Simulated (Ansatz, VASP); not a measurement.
# Ca5Cd3F16 (random fluorite-type alloy of CaF2 and CdF2): VASP beside Ansatz

One calculation is typed for both programs; each brings its own data sets. How far apart do they land? Of the first pair: The structure shown is the start of the Ansatz relaxation below; VASP solves that cell, so the two are compared at the walk's first step.

Method: plane waves, with VASP 6.6.1 beside it; single point at revPBE, in Ansatz 0.2.0.

## Step 1: Set-up

The cell holds 96 atoms: 20 Ca, 64 F and 12 Cd. Its edges and angles: a = 10.871 Å, b = 10.871 Å, c = 10.871 Å, α = 90.0°, β = 90.0°, γ = 90.0°. It derives from CaF2 (fluorite-type), repeated 2×2×2. As first built, before any earlier steps moved the atoms (in the runner's words): fluorite-type CaF2, 2 x 2 x 2 conventional cells, 12 of 32 Ca sites given to Cd at random (x = 0.375), lattice by Vegard's rule (a = 5.436 A); every coordinate displaced by a Gaussian of 0.09 A.

## Step 2: Ansatz: relaxation, revPBE

Ansatz runs on its default PAW (the set named soft_2) files.

The two programs are compared at the cell with which this relaxation starts, whose forces are those of its first step.

Contents of input.yaml:

```yaml
crystal:
  lattice:
    - [10.8712, 0.0, 0.0]
    - [0.0, 10.8712, 0.0]
    - [0.0, 0.0, 10.8712]
  atoms:
    - { symbol: Ca, position: [0.99782, 0.99577, 0.99434] }
    - { symbol: F, position: [0.12147, 0.12205, 0.12148] }
    - { symbol: F, position: [0.36889, 0.37627, 0.37205] }
    - { symbol: Ca, position: [0.99104, 0.24033, 0.23876] }
    - { symbol: F, position: [0.14021, 0.37775, 0.38029] }
    - { symbol: F, position: [0.36473, 0.1243, 0.14673] }
    - { symbol: Ca, position: [0.25046, 0.0027, 0.24394] }
    - { symbol: F, position: [0.39043, 0.12811, 0.36245] }
    - { symbol: F, position: [0.12031, 0.3862, 0.12992] }
    - { symbol: Ca, position: [0.256, 0.24725, 0.9874] }
    - { symbol: F, position: [0.36766, 0.36027, 0.12772] }
    - { symbol: F, position: [0.11481, 0.11488, 0.37952] }
    - { symbol: Ca, position: [0.00578, 0.01057, 0.50083] }
    - { symbol: F, position: [0.13187, 0.12791, 0.62749] }
    - { symbol: F, position: [0.36183, 0.36519, 0.8816] }
    - { symbol: Cd, position: [0.00689, 0.24081, 0.76361] }
    - { symbol: F, position: [0.11574, 0.36648, 0.87479] }
    - { symbol: F, position: [0.37136, 0.11474, 0.62486] }
    - { symbol: Ca, position: [0.2495, 0.01205, 0.75576] }
    - { symbol: F, position: [0.37976, 0.11986, 0.87972] }
    - { symbol: F, position: [0.13229, 0.37534, 0.62427] }
    - { symbol: Ca, position: [0.24367, 0.25466, 0.50403] }
    - { symbol: F, position: [0.3679, 0.37834, 0.62572] }
    - { symbol: F, position: [0.12786, 0.11571, 0.88744] }
    - { symbol: Ca, position: [0.99983, 0.50107, 0.99978] }
    - { symbol: F, position: [0.13428, 0.62656, 0.12432] }
    - { symbol: F, position: [0.36599, 0.87568, 0.38025] }
    - { symbol: Ca, position: [0.00973, 0.74149, 0.26111] }
    - { symbol: F, position: [0.12276, 0.87317, 0.35767] }
    - { symbol: F, position: [0.36546, 0.61165, 0.12314] }
[... 60 atom lines left out ...]
    - { symbol: Ca, position: [0.75945, 0.50499, 0.75305] }
    - { symbol: F, position: [0.86933, 0.62683, 0.88033] }
    - { symbol: F, position: [0.62566, 0.88558, 0.61248] }
    - { symbol: Ca, position: [0.75456, 0.75079, 0.49062] }
    - { symbol: F, position: [0.87037, 0.87526, 0.62239] }
    - { symbol: F, position: [0.62961, 0.61925, 0.87473] }
kpoints:
  mp_grid: { grid: [1, 1, 1] }
hamiltonian:
  xc: revpbe
scf:
  occupations: { method: fixed }
output:
  forces: true
relax:
  f_tol: 0.05
  max_steps: 150
  cell: {}
```

On the command line:

```sh
> ansatz run input.yaml --threads 4 --pin off --max-ram 8192MiB --backend cpu --events-out ev --progress --plain --runs-dir out
```

Numbers of over 12 decimals in the logs are rounded to 6 here.

What it wrote:

```text
Engine: ansatz 0.2.0, aarch64-unknown-linux-gnu
Pseudopotentials: kind: paw
Pseudopotential: Ca, paw, valence charge 10, recommended cutoff 420 eV (normal), Ca.paw.azcp
Pseudopotential: F, paw, valence charge 7, recommended cutoff 420 eV (normal), F.paw.azcp
Pseudopotential: Cd, paw, valence charge 20, recommended cutoff 420 eV (normal), Cd.paw.azcp
Functional definition: revPBE
  parameter kappa = 1.245
  parameter beta = 0.066725
  exchange = pbe_x(kappa = kappa, mu = beta*pi^2/3)
  correlation = pbe_c(beta = beta)
Crystal: 96 atoms, lattice volume = 1284.791 Å³
Basis set: ecut = 420 eV, 25269 PW (Γ), exchange–correlation on 150×150×150 points (8 copies of the dense FFT grid, shifted against one another)
Bands: 540, of which v1, the nominal top of the filled ones, is band 444 counted from 1 (443 counted from 0)
Symmetry: 1 space group operations
Space group: P1 (ITA 1), of the structure as read, at distance tolerance 1.1e-4 Å
k-points: 1
Non-local potential: Ca, projectors of the file, l = 0: 3, l = 1: 2, l = 2: 2
Non-local potential: F, projectors of the file, l = 0: 2, l = 1: 2, l = 2: 1
Non-local potential: Cd, projectors of the file, l = 0: 3, l = 1: 2, l = 2: 2, l = 3: 1
PAW form: soft (Blöchl's): semilocal exchange-correlation on the pseudo side does not see the compensation charge
PAW frozen core: Ca, regenerated for the run's functional, and the local potential with it (the file was generated under x = pbe(κ = 0.804, μ = 0.219515), c = pbe(β = 0.066725))
PAW frozen core: F, regenerated for the run's functional, and the local potential with it (the file was generated under x = pbe(κ = 0.804, μ = 0.219515), c = pbe(β = 0.066725))
PAW frozen core: Cd, regenerated for the run's functional, and the local potential with it (the file was generated under x = pbe(κ = 0.804, μ = 0.219515), c = pbe(β = 0.066725))
PAW one-centre angular grid: Ca, 110 points (default); XC on 64 Gauss nodes
PAW one-centre angular grid: F, 110 points (default); XC on 64 Gauss nodes
PAW one-centre angular grid: Cd, 590 points (default); XC on 64 Gauss nodes
Initial density: superposition of atomic densities (neutral atoms: chi_scale 0, normalization atom), corrected by the library's trained network
Initial wavefunctions: pseudopotential atomic-orbital guess
Functional: x = revpbe(κ = 1.245, μ = 0.219515), c = pbe(β = 0.066725)
SCF iter   1: F=—  HF=-187478.360969 eV  |F-HF|=—  |Δ(HF+E_count)|=         —  Δρ=5.24e-3  dr2=3.07e-1  ethr=1.77e-3  ⟨swp⟩=5.0  Hψ=1612  notcnv=0  defer=93
preconditioner: auto → Resta (q_TF=auto, 2.565 Å⁻¹)  ε∞=3.8  [insulator: Δε(μ)=4.021 eV  Ē_g=17.055 eV  n_scr=364 (ndim 8)  ℏωp=28.4 eV  f_vac=0.128  ε∞_Penn≈3.8]
SCF iter   2: F=—  HF=-187478.301249 eV  |F-HF|=—  |Δ(HF+E_count)|=   5.97e-2  Δρ=1.98e-3  dr2=2.68e-2  ethr=3.46e-5  ⟨swp⟩=3.0  Hψ=958  notcnv=0  defer=94
SCF iter   3: F=—  HF=-187478.303951 eV  |F-HF|=—  |Δ(HF+E_count)|=   2.70e-3  Δρ=9.02e-4  dr2=9.96e-3  ethr=3.02e-6  ⟨swp⟩=3.0  Hψ=823  notcnv=0  defer=94
SCF iter   4: F=—  HF=-187478.306562 eV  |F-HF|=—  |Δ(HF+E_count)|=   2.61e-3  Δρ=1.87e-4  dr2=5.73e-4  ethr=1.12e-6  ⟨swp⟩=2.0  Hψ=645  notcnv=0  defer=94
SCF iter   5: F=—  HF=-187478.307349 eV  |F-HF|=—  |Δ(HF+E_count)|=   7.87e-4  Δρ=9.02e-5  dr2=9.97e-5  ethr=6.45e-8  ⟨swp⟩=2.0  Hψ=704  notcnv=0  defer=94
SCF iter   6: F=—  HF=-187478.303516 eV  |F-HF|=—  |Δ(HF+E_count)|=   3.83e-3  Δρ=5.93e-5  dr2=2.79e-5  ethr=1.12e-8  ⟨swp⟩=2.0  Hψ=917  notcnv=0  defer=94
SCF iter   7: F=—  HF=-187478.303538 eV  |F-HF|=—  |Δ(HF+E_count)|=   2.14e-5  Δρ=1.67e-5  dr2=2.43e-6  ethr=3.14e-9  ⟨swp⟩=2.0  Hψ=827  notcnv=0  defer=94
SCF iter   8: F=—  HF=-187478.303548 eV  |F-HF|=—  |Δ(HF+E_count)|=   1.05e-5  Δρ=4.42e-6  dr2=2.05e-7  ethr=2.74e-10  ⟨swp⟩=2.0  Hψ=827  notcnv=0  defer=94
SCF iter   9: F=-187478.303549 eV  HF=-187478.303549 eV  |F-HF|=4.39e-9  |Δ(HF+E_count)|=   9.05e-7  Δρ=3.22e-6  dr2=7.89e-8  ethr=1.13e-11  ⟨swp⟩=4.0  Hψ=1578  notcnv=0
SCF 1 converged in 9 iterations: F = -187478.303549 eV  dr2 = 7.89e-8
  greatest PAW one-centre occupation: 1.001 electrons in one spin orbital (limit 2), on the Cd atom at site 78 (counted from 0), in its partial waves of l = 1
relax step   1: F+E_penalty+E_count = -187478.30354898 eV  Δ(F+E_penalty+E_count) = +0.000e0 eV  max|allowed force component| = 2.802e0 eV/Å  Δτ_max = 0.0000 Å  P = +9.484 GPa  Ω = 1284.791 Å³  (9 SCF iters, dr2 threshold 1.00e-7 eV, accepted)
Crystal: 96 atoms, lattice volume = 1368.232 Å³
Basis set: ecut = 420 eV, 26835 PW (Γ), exchange–correlation on 150×150×150 points (8 copies of the dense FFT grid, shifted against one another)
Initial density: handed on by an earlier stage of this run
Initial wavefunctions: those handed on with the density
iter 1 solved again at ethr=7.68e-4 eV; its pass at ethr=3.10e-3 eV (dr2=6.82e0 eV) is discarded
[...]
atom  93  F      0.00021170     0.00003144    -0.00099821
  atom  94  Ca     0.00014434    -0.00057749     0.00067898
  atom  95  F      0.00002208     0.00047619    -0.00025266
  atom  96  F      0.00022221    -0.00031289    -0.00056784
  max |Σ_I F_I| component: 1.04e-5 eV/Å
--- Stress (GPa, compression-positive) ---
        0.023471      -0.000627       0.000100
       -0.000627       0.022754       0.002466
        0.000100       0.002466       0.022818
  P = ⅓ Tr σ = 0.0230 GPa (0.230 kbar)
--- Relaxed structure (6 steps of the walk, 6 accepted, 2 SCFs on fresh bases) ---
  F+E_penalty+E_count = -187488.24797858 eV   max|allowed force component| = 1.333e-3 eV/Å   (the final SCF, on the basis selected at the relaxed cell)
  cell:  # Å, volume = 1385.8199 Å³
    - [11.149228, -0.000435852, -0.00031153]
    - [-0.000435852, 11.148924, 0.0020248]
    - [-0.00031153, 0.0020248, 11.148824]
  atoms:
    - { symbol: Ca, position: [0.999622, 0.998366, 0.999155] }
    - { symbol: F, position: [0.124814, 0.123764, 0.124471] }
    - { symbol: F, position: [0.374531, 0.373738, 0.374336] }
    - { symbol: Ca, position: [0.999766, 0.249137, 0.249721] }
    - { symbol: F, position: [0.124751, 0.373902, 0.374571] }
    - { symbol: F, position: [0.374970, 0.123577, 0.124511] }
    - { symbol: Ca, position: [0.250094, -0.00139758, 0.249473] }
    - { symbol: F, position: [0.374846, 0.123790, 0.374760] }
    - { symbol: F, position: [0.124816, 0.373894, 0.124582] }
    - { symbol: Ca, position: [0.249863, 0.248810, 0.999561] }
    - { symbol: F, position: [0.374672, 0.373927, 0.124607] }
    - { symbol: F, position: [0.124813, 0.123817, 0.374563] }
    - { symbol: Ca, position: [-0.000390456, -0.00131632, 0.499993] }
    - { symbol: F, position: [0.124717, 0.123816, 0.624596] }
    - { symbol: F, position: [0.374767, 0.374086, 0.874747] }
    - { symbol: Cd, position: [-0.000656355, 0.248590, 0.749154] }
    - { symbol: F, position: [0.124629, 0.373544, 0.874385] }
    - { symbol: F, position: [0.374683, 0.123543, 0.624604] }
    - { symbol: Ca, position: [0.249791, -0.00153099, 0.749714] }
    - { symbol: F, position: [0.374661, 0.123508, 0.874723] }
    - { symbol: F, position: [0.124411, 0.373739, 0.624405] }
    - { symbol: Ca, position: [0.249562, 0.248826, 0.499457] }
    - { symbol: F, position: [0.374398, 0.373582, 0.624582] }
    - { symbol: F, position: [0.124548, 0.123605, 0.874330] }
    - { symbol: Ca, position: [0.999708, 0.498824, 0.999516] }
    - { symbol: F, position: [0.125128, 0.623708, 0.124333] }
    - { symbol: F, position: [0.374966, 0.873704, 0.374668] }
    - { symbol: Ca, position: [-0.00022065, 0.748232, 0.249401] }
    - { symbol: F, position: [0.124850, 0.873522, 0.374666] }
    - { symbol: F, position: [0.374872, 0.623636, 0.124662] }
    - { symbol: Cd, position: [0.249693, 0.498910, 0.249304] }
    - { symbol: F, position: [0.374580, 0.623800, 0.374484] }
    - { symbol: F, position: [0.124787, 0.873496, 0.124483] }
    - { symbol: Cd, position: [0.250214, 0.748401, 0.999366] }
    - { symbol: F, position: [0.374664, 0.873349, 0.124257] }
    - { symbol: F, position: [0.124792, 0.623429, 0.374421] }
    - { symbol: Cd, position: [-0.000233989, 0.498613, 0.499480] }
[...]
- { symbol: Cd, position: [0.999451, 0.748599, 0.749850] }
[...]
- { symbol: Ca, position: [0.249467, 0.498909, 0.749657] }
[...]
- { symbol: Ca, position: [0.249731, 0.748544, 0.499778] }
[...]
- { symbol: Cd, position: [0.499972, -0.00207961, 0.999196] }
[...]
- { symbol: Ca, position: [0.499697, 0.248833, 0.249473] }
[...]
- { symbol: Ca, position: [0.749422, 0.998621, 0.249489] }
[...]
- { symbol: Ca, position: [0.749537, 0.248623, 0.999449] }
[...]
- { symbol: Cd, position: [0.500022, 0.998466, 0.500298] }
[...]
- { symbol: Ca, position: [0.499783, 0.248366, 0.749814] }
[...]
- { symbol: Cd, position: [0.749562, 0.998131, 0.749854] }
[...]
- { symbol: Ca, position: [0.749847, 0.248636, 0.499636] }
[...]
- { symbol: Cd, position: [0.499659, 0.499478, 1.000020] }
[...]
- { symbol: Ca, position: [0.499719, 0.748646, 0.249362] }
[...]
- { symbol: Cd, position: [0.749817, 0.498919, 0.249303] }
[...]
- { symbol: Cd, position: [0.749220, 0.748602, 0.999159] }
[...]
- { symbol: Ca, position: [0.499685, 0.498803, 0.499442] }
    - { symbol: F, position: [0.624740, 0.623938, 0.624760] }
    - { symbol: F, position: [0.874557, 0.873512, 0.874322] }
    - { symbol: Cd, position: [0.499935, 0.749189, 0.750435] }
    - { symbol: F, position: [0.624932, 0.873391, 0.874836] }
    - { symbol: F, position: [0.874938, 0.623620, 0.624725] }
    - { symbol: Ca, position: [0.749775, 0.498819, 0.749671] }
    - { symbol: F, position: [0.874297, 0.623869, 0.874812] }
    - { symbol: F, position: [0.624825, 0.873641, 0.625283] }
    - { symbol: Ca, position: [0.749819, 0.748600, 0.499940] }
    - { symbol: F, position: [0.874571, 0.873576, 0.624805] }
    - { symbol: F, position: [0.624353, 0.623800, 0.874677] }
```

The column dr2 measures how far the density is from self-consistency, as an energy; F and HF (Harris–Foulkes) agree once it is small.

## Step 3: VASP: single point, revPBE, start cell, pair 1

The same cell, functional and mesh now go to VASP, with its own data sets.

Lines of VASP's logs that name or quote its potential files are left out, and so is its time.

Contents of INCAR:

```
SYSTEM = Ca5Cd3F16
PREC = Accurate
ENCUT = 520
EDIFF = 1E-06
NELM = 120
ISMEAR = 0
SIGMA = 0.01
LREAL = Auto
ALGO = Normal
GGA = RE
NBANDS = 464
LORBIT = 11
LWAVE = .FALSE.
LCHARG = .FALSE.
ISIF = 2
LASPH = .TRUE.
GGA_COMPAT = .FALSE.
EFERMI = MIDGAP
NCORE = 2
```

Contents of POSCAR:

```
Ca5Cd3F16
1.0
   10.8712000000      0.0000000000      0.0000000000
    0.0000000000     10.8712000000      0.0000000000
    0.0000000000      0.0000000000     10.8712000000
Ca F Cd
20 64 12
Direct
    0.9978199279      0.9957686364      0.9943428508
    0.9910405475      0.2403322540      0.2387592906
    0.2504599308      0.0027043933      0.2439381117
    0.2559974980      0.2472496137      0.9873978954
    0.0057767312      0.0105692104      0.5008278755
    0.2495032747      0.0120501877      0.7557583339
    0.2436713518      0.2546636986      0.5040289940
    0.9998344249      0.5010670395      0.9997792332
    0.0097321363      0.7414912797      0.2611119288
    0.2497700346      0.5007542866      0.7419604092
    0.2537714328      0.7557307381      0.4946096107
    0.4996412540      0.2405806167      0.2527871808
    0.7438829200      0.9980774891      0.2421075870
    0.7497056443      0.2365424240      0.9984638310
    0.5077360365      0.2395503716      0.7341507837
    0.7484730297      0.2602288616      0.4844819339
    0.5015821620      0.7496412540      0.2423835455
    0.4964861285      0.4868643756      0.5150765325
    0.7594469792      0.5049856502      0.7530539407
    0.7545625138      0.7507910810      0.4906174111
    0.1214677313      0.1220472441      0.1214769299
    0.3688921186      0.3762694091      0.3720472441
    0.1402145117      0.3777503863      0.3802892045
    0.3647343440      0.1243009051      0.1467271322
    0.3904260799      0.1281091324      0.3624530871
    0.1203087056      0.3862039149      0.1299212598
    0.3676595040      0.3602730149      0.1277227905
    0.1148079329      0.1148815218      0.3795165207
    0.1318713665      0.1279067628      0.6274928251
    0.3618275811      0.3651942748      0.8815954081
[... 60 atom lines left out ...]
    0.4961733755      0.9981142836      0.5034954743
    0.7470104496      0.9972956067      0.7483442490
    0.5032287144      0.5005887115      0.9920523953
    0.7404518360      0.4997884318      0.2462101700
    0.7483810435      0.7410405475      0.9951339319
    0.4911325337      0.7665943042      0.7560526897
```

Contents of KPOINTS:

```
Automatic mesh
0
Gamma
1 1 1
0 0 0
```

The projector-augmented-wave data sets are Ca_sv, F and Cd (PBE family, release 64).

On the command line:

```sh
> mpirun -np 8 vasp_gam
```

What it wrote:

```text
[banner, memory and clock lines left out]
running    8 mpi-ranks, on    1 nodes
[...]
|                                                                             |
|               ----> ADVICE to this user running VASP <----                  |
|                                                                             |
|     You enforced a specific xc type in the INCAR file but a different       |
|     [... a line on the potential file left out ...]
|     I HOPE YOU KNOW WHAT YOU ARE DOING!                                     |
|                                                                             |

 LDA part: xc-table for (Slater+PW92), standard interpolation
 POSCAR, INCAR and KPOINTS ok, starting setup
[...]
entering main loop
       N       E                     dE             d eps       ncg     rms          rms(c)
DAV:   1     0.123964883998E+05    0.12396E+05   -0.48392E+05   928   0.188E+03
DAV:   2     0.126061932751E+04   -0.11136E+05   -0.10503E+05  1048   0.575E+02
DAV:   3    -0.414383214959E+03   -0.16750E+04   -0.16594E+04  1024   0.225E+02
DAV:   4    -0.492050561881E+03   -0.77667E+02   -0.77378E+02  1144   0.491E+01
[...]
DAV:  22    -0.441361448222E+03    0.12873E-05   -0.25056E-05  1040   0.137E-02    0.866E-03
DAV:  23    -0.441361449251E+03   -0.10284E-05   -0.95772E-06   992   0.738E-03    0.558E-03
DAV:  24    -0.441361449337E+03   -0.86351E-07   -0.25935E-06   736   0.445E-03
   1 F= -.44136145E+03 E0= -.44136145E+03  d E =0.000000E+00
```

Parts of OUTCAR (step 3):

```text
  Total       81.2027425     80.7328650     79.0304791      2.6012279     -6.4033306     -2.1523301
  in kB      101.2625414    100.6765884     98.5536561      3.2438184     -7.9851678     -2.6840278
  external PRESSURE =     100.1642620 kB  Pullay stress =       0.0000000 kB

 POSITION                                       TOTAL-FORCE (eV/Angst)
 -----------------------------------------------------------------------------------
     10.84750     10.82520     10.80970         0.082601     -0.103154      0.370925
     10.77380      2.61270      2.59560         0.960011      0.921792      0.601209
      2.72280      0.02940      2.65190        -0.842190     -0.611661      0.764524
      2.78300      2.68790     10.73420        -1.058227     -0.092978      2.207589
      0.06280      0.11490      5.44460        -1.072165     -1.635936      0.525604
      2.71240      0.13100      8.21600        -0.139399     -1.381535     -0.540180
      2.64900      2.76850      5.47940         0.699345     -0.551347     -0.805188
     10.86940      5.44720     10.86880        -0.317247     -0.492464      0.809645
      0.10580      8.06090      2.83860        -2.922390      1.922332     -2.657678
      2.71530      5.44380      8.06600        -0.234184      0.557921      0.614475
      2.75880      8.21570      5.37700        -0.599683     -0.122593      0.697120
      5.43170      2.61540      2.74810        -0.130330      1.943857     -0.803467
      8.08690     10.85030      2.63200         0.647403     -0.525866      0.930649
[...]
-----------------------------------------------------------------------------------
    total drift:                               -0.023537      0.006292      0.009864

  FREE ENERGIE OF THE ION-ELECTRON SYSTEM (eV)
  ---------------------------------------------------
  free  energy   TOTEN  =      -441.3614493369 eV

  energy  without entropy=     -441.3614493369  energy(sigma->0) =     -441.36144934

[... 3 further parts left out ...]
[key lines of the parts left out:]
E-fermi :   1.6495
```

The run ends at a pressure of 10.02 GPa, with forces up to 4.4 eV/Å.

## Step 4: Side by side

Known differences besides the potentials themselves: fixed occupations in Ansatz, narrow Gaussian smearing in VASP; the data sets hold 888 valence electrons in Ansatz (on its default PAW (the set named soft_2) files) and 792 in VASP; the cutoff is 420 eV in Ansatz and 520 eV in VASP (PREC = Accurate, projectors in real space); Ansatz makes its cores anew for this functional, VASP keeps those of its PBE data sets. Total energies have different zeros and are not compared.

Forces on 7 of the 96 atoms, those with the largest forces and the largest differences (eV/Å; atoms numbered as in POSCAR):

| atom | Ansatz x, y, z | VASP x, y, z |
| --- | --- | --- |
| Ca4 | -1.012, -0.061, 2.143 | -1.058, -0.093, 2.208 |
| Ca9 | -2.802, 1.845, -2.509 | -2.922, 1.922, -2.658 |
| F25 | -1.681, -0.817, 1.865 | -1.731, -0.844, 1.903 |
| F44 | 2.002, -2.603, 2.047 | 2.096, -2.694, 2.143 |
| F69 | -1.584, 1.519, -1.942 | -1.676, 1.620, -2.039 |
| Cd87 | -1.941, -1.288, -0.101 | -2.083, -1.397, -0.124 |
| Cd96 | 1.410, -0.940, -1.524 | 1.563, -1.006, -1.590 |

The forces differ by 41 meV/Å r.m.s., which is 4.8 % of the r.m.s. force of 0.853 eV/Å (both taken over all components).

(Part 1 of 2 ends here.)

[Lines on the potential files, build, host, timing and source positions are cut from VASP's logs without a mark.]

[Logs are printed without paths, hosts, clocks, repeated set-up lines and the standing remarks that a program may print on its own settings, such as how far it seeks lower states.]

[Hosts, paths, dates, database ids (printed as entryN), source tags and the programs' standing remarks are cut or masked in the printed files.]
